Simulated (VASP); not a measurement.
Consider the following.

```
CdF2
1.0
    0.00000     2.62013     2.74104
    2.67553     0.00000     2.74104
    2.67553     2.62013     0.00000
Cd F
1 2
Cartesian
  0.00000   0.00000   0.00000
  1.33776   1.31007   1.37052
  4.09918   3.93020   4.11157
```

Computed with PBE GGA, VASP's PBE PAW potentials (set 64) (plane waves; VASP 6.6.1). Run with 520 eV cut-off, 9×9×9 Monkhorst-Pack mesh, Gaussian smearing of 0.050 eV, potentials Cd F.

Q: Which forces act on the atoms, in eV/Å?

A: 
```tsv
atom	Fx	Fy	Fz
Cd1	0.275	0.000	0.000
F2	0.189	0.000	0.000
F3	-0.464	0.000	0.000
```

Q: Give the stress tensor in GPa (positive for a compressed cell).

A: 
```
 8.90   0.00   0.00
 0.00  11.03   1.18
 0.00   1.18   6.15
```
The pressure is its mean diagonal, 8.69 GPa.

The compound is CdF2 in the fluorite structure. The cell was not relaxed at this level, atoms are displaced from their ideal sites. The run is one of a series of settings (KPOINTS 9×9×9 Monkhorst-Pack mesh against the base run), some of them coarse on purpose.
